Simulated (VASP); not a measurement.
# BN: relaxation of shape and atoms at fixed volume with PBE+D3(BJ)

The system is BN.

```
B N
1.0
     2.45530    0.00000    0.00000
    -1.22765    2.12635    0.00000
     0.00000    0.00000    6.42639
B N
2 2
Cartesian
  0.0000 1.4176 1.6066
  1.2276 0.7088 4.8198
  0.0000 1.4176 4.8198
  1.2276 0.7088 1.6066
```

The cell isn't the ideal one: a relaxed cell with its volume scaled by 0.94.

```json
{
  "Program": "VASP 6.6.1",
  "Task": "relaxation of shape and atoms at fixed volume",
  "Functional": "PBE",
  "Dispersion": "D3(BJ)",
  "Potentials or basis": "VASP PAW PBE potentials, release 64 (B, N)",
  "Cutoff": "700 eV",
  "k mesh": "15 × 15 × 6",
  "Occupations": "gaussian, width 0.02 eV",
  "Spin": "no spin polarisation",
  "Further INCAR settings": "ALGO = Normal; EDIFF = 1e-07; IBRION = 2; EDIFFG = -0.002; NSW = 80; ISIF = 4"
}
```

| Item | Value |
| --- | --- |
| Energy gained by relaxing | 23.2 meV/atom |
| Ionic steps | 3 |
| Pressure after relaxing | 2.5 GPa |
| Band gap on the k mesh | 4.19 eV, indirect (least direct gap 4.48 eV) |
| Dispersion energy per atom | -0.154 eV |

The path:
```
step  energy change (eV)  largest force (eV/Å)  pressure (GPa)  volume (Å³)
   1              0.0000                0.0000           16.97        33.55
   2             -0.0912                0.0000            0.76        33.55
   3             -0.0927                0.0000            2.52        33.55
```

Final structure:
```
B N
1.0
     2.50090    0.00000    0.00000
    -1.25045    2.16584    0.00000
     0.00000    0.00000    6.19416
B N
2 2
Direct
  0.33333 0.66667 0.25000
  0.66667 0.33333 0.75000
  0.33333 0.66667 0.75000
  0.66667 0.33333 0.25000
```

Levels at points of the mesh, in eV from the valence-band top:
```tsv
k point	band 4	band 5	band 6	band 7	band 8	band 9	band 10	band 11	band 12
(0.00, 0.00, 0.00)	-3.71	-1.40	-1.40	-1.33	-1.33	5.71	11.07	11.47	11.47
(0.00, 0.00, 0.50)	-5.36	-1.36	-1.36	-1.36	-1.36	8.45	8.45	11.57	11.57
```

Wall time 96 s on 1 thread of Intel(R) Xeon(R) Platinum 8488C (Sapphire Rapids), on a shared host, peak memory 0.22 GiB.

Caveat: an odd mesh through Γ misses points on the zone boundary, where band edges often lie.
